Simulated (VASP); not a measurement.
Output of a VASP run:

**OSZICAR**
```
       N       E                     dE             d eps       ncg     rms          rms(c)
DAV:   1     0.186637134754E+03    0.18664E+03   -0.15134E+04   704   0.148E+03
DAV:   2    -0.197535501843E+02   -0.20639E+03   -0.20083E+03   771   0.375E+02
DAV:   3    -0.290642590860E+02   -0.93107E+01   -0.92797E+01   744   0.909E+01
DAV:   4    -0.291052426694E+02   -0.40984E-01   -0.40955E-01   752   0.600E+00
DAV:   5    -0.291053328880E+02   -0.90219E-04   -0.90218E-04   709   0.283E-01    0.118E+01
DAV:   6    -0.139336482323E+02    0.15172E+02   -0.28512E+01   680   0.912E+01    0.103E+01
DAV:   7    -0.132619118541E+02    0.67174E+00   -0.58144E+00   682   0.272E+01    0.803E+00
DAV:   8    -0.132935302379E+02   -0.31618E-01   -0.22144E+00   680   0.218E+01    0.286E+00
DAV:   9    -0.130423380310E+02    0.25119E+00   -0.75468E-01   680   0.120E+01    0.149E+00
DAV:  10    -0.128462988694E+02    0.19604E+00   -0.52995E-01   680   0.929E+00    0.105E+00
DAV:  11    -0.130411029684E+02   -0.19480E+00   -0.17109E-01   680   0.511E+00    0.401E-01
DAV:  12    -0.130307240776E+02    0.10379E-01   -0.23326E-02   680   0.203E+00    0.473E-01
DAV:  13    -0.130318434299E+02   -0.11194E-02   -0.26396E-03   688   0.804E-01    0.190E-01
DAV:  14    -0.130313450760E+02    0.49835E-03   -0.38487E-04   681   0.304E-01    0.143E-01
DAV:  15    -0.130316813481E+02   -0.33627E-03   -0.12219E-03   680   0.530E-01    0.276E-02
DAV:  16    -0.130318414158E+02   -0.16007E-03   -0.67968E-05   686   0.975E-02    0.219E-02
DAV:  17    -0.130318350521E+02    0.63637E-05   -0.82385E-07   738   0.121E-02    0.155E-02
DAV:  18    -0.130318565251E+02   -0.21473E-04   -0.12950E-05   680   0.444E-02    0.399E-03
DAV:  19    -0.130318471900E+02    0.93351E-05   -0.27025E-06   728   0.196E-02    0.311E-03
DAV:  20    -0.130318474548E+02   -0.26478E-06   -0.94523E-08   524   0.448E-03    0.139E-03
DAV:  21    -0.130318482968E+02   -0.84203E-06   -0.23650E-08   347   0.180E-03    0.420E-04
DAV:  22    -0.130318484737E+02   -0.17692E-06   -0.11285E-08   342   0.159E-03    0.559E-04
DAV:  23    -0.130318484382E+02    0.35496E-07   -0.10927E-09   340   0.499E-04
   1 F= -.13031848E+02 E0= -.13031848E+02  d E =-.179241E-16
```

File OUTCAR:
```
------------------------ aborting loop because EDIFF is reached ----------------------------------------
  FORCE on cell =-STRESS in cart. coord.  units (eV):
  Direction    XX          YY          ZZ          XY          YZ          ZX
  --------------------------------------------------------------------------------------
  Total       -1.4506999     -1.4506999     -1.4506999      0.0000000      0.0000000      0.0000000
  in kB      -55.4603177    -55.4603177    -55.4603177      0.0000000      0.0000000      0.0000000
  external PRESSURE =     -55.4603177 kB  Pullay stress =       0.0000000 kB
  volume of cell :       41.91
      direct lattice vectors                 reciprocal lattice vectors
     0.000000000  2.756927050  2.756927050    -0.181361346  0.181361346  0.181361346
     2.756927050  0.000000000  2.756927050     0.181361346 -0.181361346  0.181361346
     2.756927050  2.756927050  0.000000000     0.181361346  0.181361346 -0.181361346
 POSITION                                       TOTAL-FORCE (eV/Angst)
 -----------------------------------------------------------------------------------
      0.00000      0.00000      0.00000         0.000000      0.000000      0.000000
      1.37846      1.37846      1.37846        -0.000000     -0.000000      0.000000
      4.13539      4.13539      4.13539         0.000000      0.000000     -0.000000
 -----------------------------------------------------------------------------------
    total drift:                                0.000000     -0.000000      0.000000
  FREE ENERGIE OF THE ION-ELECTRON SYSTEM (eV)
  ---------------------------------------------------
  free  energy   TOTEN  =       -13.0318484382 eV

  energy  without entropy=      -13.0318484382  energy(sigma->0) =      -13.03184844
```
(Selected blocks of OUTCAR.)

### POSCAR
```
CdF2
1
    0.0000000000     2.7569270499     2.7569270499
    2.7569270499     0.0000000000     2.7569270499
    2.7569270499     2.7569270499     0.0000000000
Cd F
1 2
Direct
  0.0000000000   0.0000000000   0.0000000000
  0.2500000000   0.2500000000   0.2500000000
  0.7500000000   0.7500000000   0.7500000000
```

Question: Reconstruct the remaining input files.

Answer: This is not unique; one that fits is the input of the run itself, MS2 meta-GGA, plane waves, VASP's PBE PAW potentials (set 64).

### KPOINTS
```
K-points
0
gamma
7 7 7
```

INCAR:
```
SYSTEM  =  CdF2
PREC  =  Accurate; ENCUT  =  520; LREAL  =  .FALSE.
LASPH  =  .TRUE.
EDIFF  =  1E-7; NELM  =  100; ALGO  =  Normal
LMAXMIX  =  4; LMIXTAU  =  .TRUE.
ISMEAR  =  0; SIGMA  =  0.05
METAGGA  =  MS2
ISIF  =  2
LWAVE  =  .FALSE.; LCHARG  =  .FALSE.
```

POTCAR, in this order: Cd F (PBE.64 set). Program: vasp_std.

The compound is CdF2 in the fluorite structure. This cell is one point of a volume scan, at 1.06 of the reference volume.
